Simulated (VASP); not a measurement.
Here is the system:

```
CELL_PARAMETERS angstrom
      0.00000     3.00000     3.00000
      3.00000     0.00000     3.00000
      3.00000     3.00000     0.00000
ATOMIC_POSITIONS crystal
  Li 0.25000 0.25000 0.25000
  Li 0.75000 0.75000 0.75000
  Se 0.00000 0.00000 0.00000
```

Computed with LDA (Ceperley-Alder, Perdew-Zunger), VASP's LDA PAW potentials (set 64) (plane waves; VASP). Settings: 520 eV cut-off, 7×7×7 Γ-centred mesh, Gaussian smearing of 0.050 eV, potentials Li_sv Se.

Energy and stress use the plane-wave basis of the starting cell.

**Question.** The ions, cell shape and volume are relaxed. Predict the relaxed structure.

**Answer.** 
```
CELL_PARAMETERS angstrom
      0.00000     2.92625     2.92625
      2.92625     0.00000     2.92625
      2.92625     2.92625     0.00000
ATOMIC_POSITIONS crystal
  Li 0.25000 0.25000 0.25000
  Li 0.75000 0.75000 0.75000
  Se 0.00000 0.00000 0.00000
```
Space group Fm-3m (225), at a tolerance of 0.03 Å.

**Question.** How do energy and volume change from the first to the last step?

**Answer.** The energy (σ→0) changes by -10.8 meV/atom and the volume by -7.2 %, in 3 ionic steps.

The compound is Li2Se in the antifluorite structure. This run relaxes it. Symmetry was kept, so distortions that lower it aren't found.
